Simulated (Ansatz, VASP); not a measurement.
**WS2 (Tungstenite) in two plane-wave programs**

Aim: how closely do two programs agree when they are given the same cell, functional and k mesh? The cell is taken from a series of runs on this material, whose earlier steps may have relaxed, scaled, displaced or heated it; both programs get it as it stands.

Method: plane waves, with VASP 6.6.1 beside it; G0W0 gap at HSE06 form with 60 % exact exchange, screening 0.2078 1/A with an exact-exchange share of 0.6, in Ansatz 0.2.0.

### Step 1. The starting structure

Symmetry: P6_3/mmc, No. 194, hexagonal system. Conventional cell: a = 3.180 Å, b = 3.180 Å, c = 12.500 Å, α = 90.00°, β = 90.00°, γ = 120.00°. W has 6 S at 2.41 Å nearest. Nearest to S lie 3 W at 2.41 Å. Farther neighbours and most contacts between anions are not listed.

### Step 2. Ansatz: G0W0 gap, HSE06 form with 60 % exact exchange, screening 0.2078 1/A with an exact-exchange share of 0.6

Ansatz runs on its default PAW (the set named soft_2) files.

Quasiparticle shifts depend on high empty states and on the cores, so they are the hardest test of two PAW sets.

input.yaml reads:

```yaml
crystal:
  lattice:
    - [3.18, 0.0, 0.0]
    - [-1.59, 2.753960784, 0.0]
    - [0.0, 0.0, 12.5]
  atoms:
    - { symbol: W, position: [0.3333333333, 0.6666666667, 0.25] }
    - { symbol: W, position: [0.6666666667, 0.3333333333, 0.75] }
    - { symbol: S, position: [0.3333333333, 0.6666666667, 0.625] }
    - { symbol: S, position: [0.6666666667, 0.3333333333, 0.125] }
    - { symbol: S, position: [0.3333333333, 0.6666666667, 0.875] }
    - { symbol: S, position: [0.6666666667, 0.3333333333, 0.375] }
kpoints:
  mp_grid: { grid: [6, 6, 2] }
hamiltonian:
  xc:
    exchange: pbe
    correlation: pbe
    exx: { coeff: 0.6, omega: 0.2078 }
scf:
  occupations: { method: fixed }
gw:
  n_empty_bands: 456
  ecut_chi: 150.0
  qp_bands: [v2, c2]
  qp_kpoints: band_edges
  screening: { model: contour_deformation }
```

Run with:

```sh
> ansatz run input.yaml --threads 3 --pin off --max-ram 64512MiB --backend cuda --devices 1 --max-vram 24GiB --events-out ev --progress --plain --runs-dir out
```

Numbers of over 12 decimals in the logs are rounded to 6 here.

What it wrote:

```text
GPUs: using 1 of 1 available (devices: 1).
Engine: ansatz 0.2.0, x86_64-unknown-linux-gnu
Pseudopotentials: kind: paw
Pseudopotential: W, paw, valence charge 14, recommended cutoff 420 eV (normal), W.paw.azcp
Pseudopotential: S, paw, valence charge 6, recommended cutoff 420 eV (normal), S.paw.azcp
Functional definition: unnamed
  parameter a_1 = 0.6
  parameter omega_1 = 0.2078/angstrom
  exchange = pbe_x + (-a_1)*pbe_x_sr(omega_1) + a_1*exact_x_sr(omega_1)
  correlation = pbe_c
davidson cushion auto → on  (no smearing: the cushion is to keep the highest requested band from converging to the state above it; pin scf.eigensolver.cushion to override)
device memory: the entry about to start is reckoned to put 1.1 GiB on a device that reports 61.8 GiB free (of which the cap on the GPU budget leaves the run 24.0 GiB)
GPU FFT provider: cuFFT
GPU libraries: cuBLAS 13.8.2, cuFFT 12.4.0, cuSOLVER 12.3.4
Crystal: 6 atoms, lattice volume = 109.470 Å³
Basis set: ecut = 420 eV, 2129 PW (Γ)
Bands: 32, of which v1, the nominal top of the filled ones, is band 26 counted from 1 (25 counted from 0)
Symmetry: 24 space group operations
Space group: P63/mmc (ITA 194), of the structure as read, at distance tolerance 4.8e-5 Å
k-points: 14 of 72
Non-local potential: W, projectors of the file, l = 0: 3, l = 1: 2, l = 2: 2, l = 3: 1
Non-local potential: S, projectors of the file, l = 0: 2, l = 1: 2, l = 2: 2
PAW form: soft (Blöchl's): semilocal exchange-correlation on the pseudo side does not see the compensation charge
PAW frozen core: W, regenerated for the run's functional, and the local potential with it (the file was generated under x = pbe(κ = 0.804, μ = 0.219515), c = pbe(β = 0.066725))
PAW frozen core: S, regenerated for the run's functional, and the local potential with it (the file was generated under x = pbe(κ = 0.804, μ = 0.219515), c = pbe(β = 0.066725))
PAW one-centre angular grid: W, 590 points (default); XC on 64 Gauss nodes
PAW one-centre angular grid: S, 110 points (default); XC on 64 Gauss nodes
Initial density: superposition of atomic densities (neutral atoms: chi_scale 0, normalization atom), corrected by the library's trained network
Initial wavefunctions: pseudopotential atomic-orbital guess
GPU buffer pool allocated for 51840 grid points (all kernels)
GPU transforms: local potential and band sums: pruned to the plane-wave sphere, on 24×24×90
Functional: x = pbe(κ = 0.804, μ = 0.219515), c = pbe(β = 0.066725), warm-up for x = pbe(κ = 0.804, μ = 0.219515) + 0.6 (exact − pbe) at short range (hse, ω = 0.2078 Å⁻¹), c = pbe(β = 0.066725)
SCF iter   1: F=—  HF=-24382.830451 eV  |F-HF|=—  |Δ(HF+E_count)|=         —  Δρ=9.69e-3  dr2=1.29e-1  ethr=1.77e-3  ⟨swp⟩=6.5  Hψ=1974  notcnv=0
preconditioner: auto → none  [insulator: Δε(μ)=1.014 eV  Ē_g=8.505 eV  n_scr=26 (ndim 8)  ℏωp=21.3 eV  f_vac=0.025]
SCF iter   2: F=—  HF=-24382.859210 eV  |F-HF|=—  |Δ(HF+E_count)|=   2.88e-2  Δρ=9.60e-3  dr2=3.34e-1  ethr=2.49e-4  ⟨swp⟩=4.0  Hψ=1417  notcnv=0  recentre
SCF iter   3: F=—  HF=-24382.809105 eV  |F-HF|=—  |Δ(HF+E_count)|=   5.01e-2  Δρ=4.43e-3  dr2=1.98e-2  ethr=2.49e-4  ⟨swp⟩=3.9  Hψ=1198  notcnv=0
iter 4 solved again at ethr=6.83e-7 eV; its pass at ethr=3.81e-5 eV (dr2=3.55e-4 eV) is discarded
SCF iter   4: F=—  HF=-24382.808745 eV  |F-HF|=—  |Δ(HF+E_count)|=   3.60e-4  Δρ=1.03e-3  dr2=3.56e-4  ethr=6.83e-7  ⟨swp⟩=3.9  Hψ=2471  notcnv=0  defer=1
SCF iter   5: F=-24382.809355 eV  HF=-24382.809341 eV  |F-HF|=1.36e-5  |Δ(HF+E_count)|=   5.96e-4  Δρ=2.47e-4  dr2=4.08e-5  ethr=6.83e-7  ⟨swp⟩=3.1  Hψ=1280  notcnv=0  defer=1
SCF 1 stopped early in 5 iterations: F = -24382.809355 eV  dr2 = 4.08e-5
  greatest PAW one-centre occupation: 0.998 electrons in one spin orbital (limit 2), on the W atom at site 1 (counted from 0), in its partial waves of l = 0
device memory: the entry about to start is reckoned to put 1.5 GiB (of the 1.5 GiB reckoned in all, the device holds 0.1 GiB already) on a device that reports 61.7 GiB free (of which the cap on the GPU budget leaves the run 23.9 GiB)
GPU FFT provider: cuFFT
GPU libraries: cuBLAS 13.8.2, cuFFT 12.4.0, cuSOLVER 12.3.4
Initial density: handed on by an earlier stage of this run
Initial wavefunctions: those handed on with the density
GPU buffer pool allocated for 51840 grid points (all kernels)
GPU transforms: local potential and band sums: pruned to the plane-wave sphere, on 24×24×90
Functional: x = pbe(κ = 0.804, μ = 0.219515) + 0.6 (exact − pbe) at short range (hse, ω = 0.2078 Å⁻¹), c = pbe(β = 0.066725)
[...]
Frozen-core exchange: fock
SCF iter   1: F=—  HF=-24393.090586 eV  |F-HF|=—  |Δ(HF+E_count)|=         —  Δρ=1.43e-5  dr2=1.60e-7  ethr=1.18e-8  ⟨swp⟩=3.4  Hψ=1170  notcnv=0
preconditioner: auto → none  [insulator: Δε(μ)=2.328 eV  Ē_g=11.800 eV  n_scr=26 (ndim 8)  ℏωp=21.3 eV  f_vac=0.023]
SCF iter   2: F=-24393.090586 eV  HF=-24393.090586 eV  |F-HF|=1.59e-8  |Δ(HF+E_count)|=   3.05e-8  Δρ=6.51e-6  dr2=2.25e-8  ethr=2.90e-10  ⟨swp⟩=3.9  Hψ=1276  notcnv=0  defer=1
SCF 4 converged in 2 iterations: F = -24393.090586 eV  dr2 = 2.25e-8
hybrid outer 3: dexx = +8.743e-8 eV, tail = 5.17e-8 eV, Δε = 5.11e-4 eV (about 1.32e-4 eV left of the loop's levels)
[...]
Exchange-term sweep: 11 of 14 (spin, k) points
Exchange-term sweep: 12 of 14 (spin, k) points
Exchange-term sweep: 13 of 14 (spin, k) points
Exchange-term sweep: 14 of 14 (spin, k) points
G₀W₀ screening: q 1/14
[... further progress lines ...]
hybrid SCF converged: 3 outer / 15 inner (+5 warm-up), last move |dexx| = 8.74e-8 eV, tail = 5.17e-8 eV
Stability not checked: this state was not tested for a lower state beside it, because the functional holds exact exchange (a hybrid, or Hartree-Fock), whose exchange loop this test does not read (fock_operator; see scf.lower_state_search)
Free energy (F): -24393.090586 eV
Frozen-core exchange: fock
Harris-Foulkes:  -24393.090586 eV  (|F-HF|=1.59e-8)
Internal energy: -24393.090586 eV  (E = F + TS)
E sigma→0 (E₀):  -24393.090586 eV
Fermi energy:    10.411748 eV
--- Per-component energies (eV) ---
  E_band       = -609.602753
  E_kinetic    = 1321.241230
  E_local      = -3601.823206  (includes V_loc(G=0)·N_el)
  E_nonlocal   = 117.287493
  E_hartree    = 1426.777098
  E_xc         = -477.415112
  E_vxc        = -426.615619  (∫ρ·V_xc dr)
  E_exx        = -303.597421  (= α·E_x^exact, valence–valence)
  E_paw        = -19673.148640  (= ΣΔE_a)
  E_vpaw       = -266.046780  (= ΣTr[D̂ρ^β])
  E_aug_tail   = -0.000114  (compensation charges beyond the density's cutoff)
  E_ewald      = -3187.763116
  E_core_change = -14.648798  (= ΣΔE_core)
  E_smearing   = -0.000000  (= −TS)
  E_closure    = -0.000000  (closes the sum)
  Σ components = -24393.090586   (vs F -24393.090586, Δ=3.64e-12)
--- Band table (eV; the first three rows and the last of 14) ---
  k-point 0: bands = [... 22 lower, 7.5608, 8.0818, 9.1130, 10.4117, 14.4178, 14.4178, 14.4504]
  k-point 1: bands = [... 22 lower, 7.5319, 7.5319, 10.0041, 10.0041, 14.4303, 14.4303, 14.4303]
  k-point 2: bands = [... 22 lower, 7.2971, 8.1954, 8.9447, 9.4215, 13.5053, 13.9862, 14.2300]
  k-point 13: bands = [... 22 lower, 6.2914, 6.2914, 9.7620, 9.7620, 12.7401, 12.7401, 14.9398]
  guard bands above this table: 3 of the run's 32 bands. The solve was not asked for them (output.publish_guard_bands: true or output.eigenvalues: true publishes all)
--- G₀W₀: contour deformation, 7 samples at zero and on the imaginary axis and 2 off it, 72 q-points, 456 empty bands' worth ---
  eigenvalues of the whole cell's RPA ε∞ on this k-mesh (on a slab, of 1 + 4πα/V) = 3.8976, 8.6855, 8.6855; static W/v taken at q = 0 is 0.120870
  bands read: the sum over 482 bands ends inside a degenerate multiplet in 1 slot, whose members it reads at an even weight; the widest, k=1: bands 481 to 484 (counted from 1) at 2/4 each
  gw.qp_kpoints: band_edges: 10 of 14 stored k-points solved, in 1 pass; an edge of the gap read off the rows below is read off those points alone
    valence top: of the k-points left out ik 6 came nearest to being solved in a further pass, in band 26 (counted from 1, as in the quasiparticle table): it holds the edge there only if its correction is more favourable than any solved in that band by at least 1.800 eV; those differ by 0.273 eV
    conduction bottom: of the k-points left out ik 4 came nearest to being solved in a further pass, in band 27 (counted from 1, as in the quasiparticle table): it holds the edge there only if its correction is more favourable than any solved in that band by at least 0.650 eV; those differ by 0.261 eV
    ik  band        ε_KS         Σx   Σc(E_QP)       V_xc       Z   E_QP_lin       E_QP  E_QP is
     0    25      9.1130   -18.2716     0.8036   -17.8226  0.8038     9.4666     9.4676  root
     0    26     10.4117   -19.4867     0.4825   -19.2659  0.8070    10.6731    10.6735  root
     0    27     14.4178   -13.5527    -3.9181   -17.1496  0.7981    14.0976    14.0966  root
     0    28     14.4178   -13.5527    -3.9181   -17.1496  0.7981    14.0976    14.0966  root
     1    25     10.0041   -19.1569     0.6512   -18.8135  0.8070    10.3113    10.3119  root
     1    26     10.0041   -19.1569     0.6512   -18.8135  0.8070    10.3113    10.3119  root
     1    27     14.4303   -13.3330    -4.0966   -17.0927  0.8057    14.0945    14.0935  root
     1    28     14.4303   -13.3330    -4.0966   -17.0927  0.8057    14.0945    14.0935  root
     2    25      8.9447   -18.8052     0.8928   -18.3349  0.8018     9.3658     9.3673  root
     2    26      9.4215   -19.1500     0.7632   -18.7561  0.8046     9.7898     9.7908  root
     2    27     13.5053   -12.7061    -3.8213   -16.2368  0.8092    13.2154    13.2147  root
     2    28     13.9862   -13.6716    -3.8956   -17.2807  0.8019    13.7005    13.6997  root
     3    25      9.2995   -19.1405     0.8390   -18.6963  0.8041     9.6932     9.6943  root
     3    26      9.2995   -19.1405     0.8390   -18.6963  0.8041     9.6932     9.6943  root
     3    27     13.8248   -13.0899    -3.9060   -16.6922  0.8061    13.5219    13.5211  root
     3    28     13.8248   -13.0899    -3.9060   -16.6922  0.8061    13.5219    13.5211  root
     8    25      8.5045   -19.2478     0.9993   -18.7237  0.7994     8.9778     8.9797  root
     8    26      8.5337   -19.2893     0.9857   -18.7875  0.7987     9.0155     9.0176  root
     8    27     12.8363   -12.4516    -3.6704   -15.8982  0.8148    12.6128    12.6124  root
     8    28     13.7584   -13.6736    -4.0064   -17.3899  0.8039    13.4691    13.4683  root
     9    25      8.5251   -19.2770     0.9915   -18.7640  0.7991     9.0015     9.0035  root
     9    26      8.5251   -19.2770     0.9915   -18.7640  0.7991     9.0015     9.0035  root
     9    27     13.2705   -12.9589    -3.8109   -16.5186  0.8110    13.0198    13.0193  root
     9    28     13.2705   -12.9589    -3.8109   -16.5186  0.8110    13.0198    13.0193  root
[...]
12    25      9.6719   -18.3818     0.3503   -18.2467  0.8098     9.8868     9.8872  root
    12    26      9.8641   -18.7774     0.2993   -18.6891  0.8095    10.0748    10.0751  root
    12    27     12.7399   -15.4029    -3.6143   -18.9412  0.8065    12.6639    12.6639  root
    12    28     12.7399   -15.4029    -3.6143   -18.9412  0.8065    12.6639    12.6639  root
    13    25      9.7620   -18.5531     0.3239   -18.4413  0.8097     9.9739     9.9742  root
    13    26      9.7620   -18.5531     0.3239   -18.4413  0.8097     9.9739     9.9742  root
    13    27     12.7401   -15.4068    -3.6143   -18.9451  0.8065    12.6642    12.6641  root
    13    28     12.7401   -15.4068    -3.6143   -18.9451  0.8065    12.6642    12.6641  root
```

(Part 1 of 2 ends here.)

[Lines on the potential files, build, host, timing and source positions are cut from VASP's logs without a mark.]

[Logs are printed without paths, hosts, clocks, repeated set-up lines and the standing remarks that a program may print on its own settings, such as how far it seeks lower states.]

[Hosts, paths, dates, database ids (printed as entryN), source tags and the programs' standing remarks are cut or masked in the printed files.]
